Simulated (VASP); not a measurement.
Computed with PBE GGA, VASP's PBE PAW potentials (set 64) (plane waves; VASP).

The input files of a VASP run:

**POSCAR**
```
InBi
1
    4.7232190000     0.0000000000     0.0000000000
   -2.3616090000     4.0904270000     0.0000000000
    0.0000000000     0.0000000000    14.0000000000
In Bi
1 1
Direct
  0.6620860000   0.3305200000   0.4999210000
  0.3379140000   0.6694800000   0.5000790000
```

### INCAR
```
# general
SYSTEM  = InBi
PREC    = Accurate
ENCUT   = 300
LREAL   = .False.
LASPH   = .True.   # aspherical one-centre terms

# electronic loop
EDIFF   = 1E-6
NELM    = 100   # most electronic steps
ALGO    = Normal   # blocked Davidson
LMAXMIX = 4

# smearing
ISMEAR  = 0
SIGMA   = 0.05   # width (eV)

# functional
GGA     = PE

# ions
ISIF    = 2   # forces and stress, cell fixed

# output
LWAVE   = .False.
LCHARG  = .False.
```

KPOINTS:
```
Automatic mesh
0
Gamma
5 5 1
0 0 0
```

POTCAR, in this order: In_d Bi_d (PBE.64 set). Program: vasp_std.

What VASP printed:

OSZICAR:
```
       N       E                     dE             d eps       ncg     rms          rms(c)
DAV:   1     0.183737237716E+03    0.18374E+03   -0.10685E+04   596   0.856E+02
DAV:   2     0.710305990919E+01   -0.17663E+03   -0.17476E+03   508   0.309E+02
DAV:   3    -0.522830556796E+01   -0.12331E+02   -0.12312E+02   588   0.108E+02
DAV:   4    -0.550545510234E+01   -0.27715E+00   -0.27644E+00   550   0.189E+01
DAV:   5    -0.551991592515E+01   -0.14461E-01   -0.14461E-01   720   0.304E+00    0.359E+00
DAV:   6    -0.537789633469E+01    0.14202E+00   -0.28926E-01   602   0.649E+00    0.192E+00
DAV:   7    -0.535340960904E+01    0.24487E-01   -0.15603E-01   696   0.312E+00    0.376E-01
DAV:   8    -0.535303614751E+01    0.37346E-03   -0.18546E-02   598   0.189E+00    0.255E-01
DAV:   9    -0.535327390037E+01   -0.23775E-03   -0.12889E-03   634   0.388E-01    0.117E-01
DAV:  10    -0.535314438549E+01    0.12951E-03   -0.74017E-04   628   0.163E-01    0.365E-02
DAV:  11    -0.535313739663E+01    0.69889E-05   -0.52001E-05   568   0.101E-01    0.180E-02
DAV:  12    -0.535312044456E+01    0.16952E-04   -0.19162E-04   480   0.492E-02    0.161E-02
DAV:  13    -0.535320474728E+01   -0.84303E-04   -0.13870E-05   390   0.149E-02    0.128E-02
DAV:  14    -0.535340016215E+01   -0.19541E-03   -0.34202E-05   408   0.278E-02    0.358E-03
DAV:  15    -0.535346666853E+01   -0.66506E-04   -0.41221E-06   440   0.224E-02    0.385E-03
DAV:  16    -0.535351034943E+01   -0.43681E-04   -0.12398E-06   428   0.952E-03    0.166E-03
DAV:  17    -0.535352779960E+01   -0.17450E-04   -0.72829E-07   408   0.475E-03    0.726E-04
DAV:  18    -0.535353031519E+01   -0.25156E-05   -0.73543E-08   370   0.220E-03    0.284E-04
DAV:  19    -0.535353102018E+01   -0.70499E-06   -0.35881E-08   362   0.159E-03
   1 F= -.53535310E+01 E0= -.53516042E+01  d E =-.385355E-02
```

File OUTCAR:
```
------------------------ aborting loop because EDIFF is reached ----------------------------------------
  FORCE on cell =-STRESS in cart. coord.  units (eV):
  Direction    XX          YY          ZZ          XY          YZ          ZX
  --------------------------------------------------------------------------------------
  Total        3.0530604      3.5733707     -0.1880560     -0.3395645     -0.0005160     -0.0006442
  in kB       18.0846962     21.1667361     -1.1139432     -2.0113986     -0.0030567     -0.0038156
  external PRESSURE =      12.7124963 kB  Pullay stress =       0.0000000 kB
  volume of cell :      270.48
      direct lattice vectors                 reciprocal lattice vectors
     4.723219000  0.000000000  0.000000000     0.211720016  0.122236601  0.000000000
    -2.361609000  4.090427000  0.000000000     0.000000000  0.244473254  0.000000000
     0.000000000  0.000000000 14.000000000     0.000000000  0.000000000  0.071428571
 POSITION                                       TOTAL-FORCE (eV/Angst)
 -----------------------------------------------------------------------------------
      2.34662      1.35197      6.99889         0.291165      0.229440     -0.005317
      0.01499      2.73846      7.00111        -0.291165     -0.229440      0.005317
 -----------------------------------------------------------------------------------
    total drift:                                0.000170      0.000458      0.000147
  FREE ENERGIE OF THE ION-ELECTRON SYSTEM (eV)
  ---------------------------------------------------
  free  energy   TOTEN  =        -5.3535310202 eV

  energy  without entropy=       -5.3496774689  energy(sigma->0) =       -5.35160424
```
(Selected blocks of OUTCAR.)

At this cut-off the stress carries a Pulay error, which pulls relaxed volumes low. The cell holds a wide vacuum, so values per volume refer to the whole cell.

The cell is a sheet with vacuum, built from a generated structure.
